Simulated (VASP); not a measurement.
Here is a VASP 6.6.1 calculation.

Contents of POSCAR:

```
Ge                                      
1.0
    0.0000000000      2.8107730864      2.8107730864
    2.8107730864      0.0000000000      2.8107730864
    2.8107730864      2.8107730864      0.0000000000
  Ge            
     2
Direct
     0.0000000000000000    0.0000000000000000    0.0000000000000000
     0.2500000000000000    0.2500000000000000    0.2500000000000000
```

The input INCAR.step1:

```
SYSTEM = Ge
  PREC = Accurate
  ENCUT = 350
  EDIFF = 1E-7
  ISMEAR = 0
  SIGMA = 0.02
  LREAL = .FALSE.
  LASPH = .TRUE.
  NELM = 60
  ALGO = Normal
  ISIF = 2
  LWAVE = .FALSE.
  LCHARG = .TRUE.
  GGA = CA
```

File KPOINTS.step1:

```
Automatic mesh
0
G
  6 6 6
  0 0 0
```

INCAR.step2

```
SYSTEM = Ge
  PREC = Accurate
  ENCUT = 350
  EDIFF = 1E-7
  ISMEAR = 0
  SIGMA = 0.05
  LREAL = .FALSE.
  LASPH = .TRUE.
  NELM = 60
  ALGO = Normal
  ISIF = 2
  LWAVE = .FALSE.
  LCHARG = .FALSE.
  GGA = CA
  ICHARG = 11
```

The input KPOINTS.step2:

```
path GXWKGLUWLK,UX
10
line-mode
reciprocal
 0.0000000000  0.0000000000  0.0000000000  G
 0.5000000000  0.0000000000  0.5000000000  X

 0.5000000000  0.0000000000  0.5000000000  X
 0.5000000000  0.2500000000  0.7500000000  W

 0.5000000000  0.2500000000  0.7500000000  W
 0.3750000000  0.3750000000  0.7500000000  K

 0.3750000000  0.3750000000  0.7500000000  K
 0.0000000000  0.0000000000  0.0000000000  G

 0.0000000000  0.0000000000  0.0000000000  G
 0.5000000000  0.5000000000  0.5000000000  L

 0.5000000000  0.5000000000  0.5000000000  L
 0.6250000000  0.2500000000  0.6250000000  U

 0.6250000000  0.2500000000  0.6250000000  U
 0.5000000000  0.2500000000  0.7500000000  W

 0.5000000000  0.2500000000  0.7500000000  W
 0.5000000000  0.5000000000  0.5000000000  L

 0.5000000000  0.5000000000  0.5000000000  L
 0.3750000000  0.3750000000  0.7500000000  K

 0.6250000000  0.2500000000  0.6250000000  U
 0.5000000000  0.0000000000  0.5000000000  X
```

Potentials or basis: VASP PAW LDA potentials, release 64 (Ge_d).

The run is started by

```sh
$ cat potpaw_LDA.64/Ge_d/POTCAR > POTCAR
$ cp INCAR.step1 INCAR
$ cp KPOINTS.step1 KPOINTS
$ mpirun -np 1 vasp_std > vasp.out
$ cp INCAR.step2 INCAR
$ cp KPOINTS.step2 KPOINTS
$ mpirun -np 1 vasp_std > vasp.out
```

**Question.** Estimate the band gap along the path.

**Answer.** 0.03 eV, direct.

**Question.** Predict the band gap on the k mesh.

**Answer.** 0.03 eV, direct.

Levels at the corners of the path, in eV from the valence-band top:
```tsv
point	band 10	band 11	band 12	band 13	band 14	band 15	band 16	band 17	band 18
Γ	-24.67	-12.95	0.00	0.00	0.00	0.03	2.53	2.53	2.53
X	-24.63	-9.00	-9.00	-3.14	-3.14	0.64	0.64	9.57	9.57
X	-24.63	-9.00	-9.00	-3.14	-3.14	0.64	0.64	9.57	9.57
W	-24.62	-8.89	-8.89	-4.01	-4.01	4.33	4.33	4.66	4.66
W	-24.62	-8.89	-8.89	-4.01	-4.01	4.33	4.33	4.66	4.66
K	-24.62	-9.47	-8.40	-4.46	-2.69	1.06	4.05	7.22	7.42
K	-24.62	-9.47	-8.40	-4.46	-2.69	1.06	4.05	7.22	7.42
Γ	-24.67	-12.95	0.00	0.00	0.00	0.03	2.53	2.53	2.53
Γ	-24.67	-12.95	0.00	0.00	0.00	0.03	2.53	2.53	2.53
L	-24.65	-10.82	-7.73	-1.43	-1.43	0.12	3.73	3.73	6.97
L	-24.65	-10.82	-7.73	-1.43	-1.43	0.12	3.73	3.73	6.97
U	-24.62	-9.47	-8.40	-4.46	-2.69	1.06	4.05	7.22	7.42
U	-24.62	-9.47	-8.40	-4.46	-2.69	1.06	4.05	7.22	7.42
W	-24.62	-8.89	-8.89	-4.01	-4.01	4.33	4.33	4.66	4.66
W	-24.62	-8.89	-8.89	-4.01	-4.01	4.33	4.33	4.66	4.66
L	-24.65	-10.82	-7.73	-1.43	-1.43	0.12	3.73	3.73	6.97
L	-24.65	-10.82	-7.73	-1.43	-1.43	0.12	3.73	3.73	6.97
K	-24.62	-9.47	-8.40	-4.46	-2.69	1.06	4.05	7.22	7.42
U	-24.62	-9.47	-8.40	-4.46	-2.69	1.06	4.05	7.22	7.42
X	-24.63	-9.00	-9.00	-3.14	-3.14	0.64	0.64	9.57	9.57
```

Caveat: the log is that of the step along the path at fixed density, whose energy, stress, charges and moments have no meaning.

**The experiment to reproduce.**

“Electronic and optical properties of SixGe1-x-ySny alloys lattice-matched to Ge”, 2021, arxiv:2109.02782 reports, for a bulk crystal of Ge at 300 K: band gap 0.807 eV (direct).

A measured gap of Ge is 0.807 eV (direct; 300 K; “Electronic and optical properties of SixGe1-x-ySny alloys lattice-matched to Ge”, 2021, arxiv:2109.02782); the calculated 0.03 eV misses it by -0.77 eV. 3 values of this kind are on record (0.666 to 0.807 eV); this one was drawn at random among those near their median. Spin-orbit coupling on Ge is left out. The value is that of LDA, without temperature or zero-point motion. Semilocal functionals fall short of measured gaps as a rule.
